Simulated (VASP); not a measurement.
A run of VASP 6.6.1:

Contents of INCAR:

```
ALGO = Fast ; EDIFF = 1E-6
ENCUT = 520 ; GGA = PS
ISIF = 2 ; ISMEAR = 0
LASPH = True ; LCHARG = True
LELF = True ; LREAL = False
LVHAR = True ; LWAVE = False
NBANDS = 24 ; NELM = 100
PREC = Accurate ; SIGMA = 0.1
```

The input KPOINTS:

```
k-points
0
Gamma
  6 6 6
```

POSCAR

```
YAu2
1.0
   -1.8614081740      1.8614081740      4.5156196080
    1.8614081740     -1.8614081740      4.5156196080
    1.8614081740      1.8614081740     -4.5156196080
Y Au
1 2
Direct
    0.0000000000      0.0000000000      0.0000000000
    0.6651467300      0.6651467300      0.0000000000
    0.3348532700      0.3348532700      0.0000000000
```

Potentials or basis: VASP PAW PBE potentials, release 64 (Y_sv, Au).

Run with:

```sh
$ cat potpaw_PBE.64/Y_sv/POTCAR potpaw_PBE.64/Au/POTCAR > POTCAR
$ mpirun -np 1 vasp_std > vasp.out
```

Hardware: 1 thread of AMD EPYC 7R13 Processor (Zen 3), on a shared host.

Question: How long does it take, and how much memory?

Answer: Wall time 2 min on 1 thread of AMD EPYC 7R13 Processor (Zen 3), on a shared host, peak memory 0.25 GiB. Counts: scf iterations 18, k points 30.
